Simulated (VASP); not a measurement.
```
NiSi2
1.0
    0.00000     2.69332     2.69332
    2.69332     0.00000     2.69332
    2.69332     2.69332     0.00000
Si Ni
2 1
Direct
  0.25000   0.25000   0.25000
  0.75000   0.75000   0.75000
  0.00000   0.00000   0.00000
```

Computed with rev-vdW-DF2, VASP's PBE PAW potentials (set 64) (plane waves; VASP). Numerical set-up: 520 eV cut-off, 10×10×10 Γ-centred mesh, first-order Methfessel-Paxton smearing of 0.10 eV, potentials Si Ni.

### Question
Give the stress tensor in GPa (positive for a compressed cell).

### Answer

```
3.97  0.00  0.00
0.00  3.97  0.00
0.00  0.00  3.97
```
The pressure is its mean diagonal, 3.97 GPa.

The compound is NiSi2 in the fluorite structure. This cell is one point of a volume scan, at 0.97 of the reference volume. The run is not spin-polarised, so no magnetic state was tried.
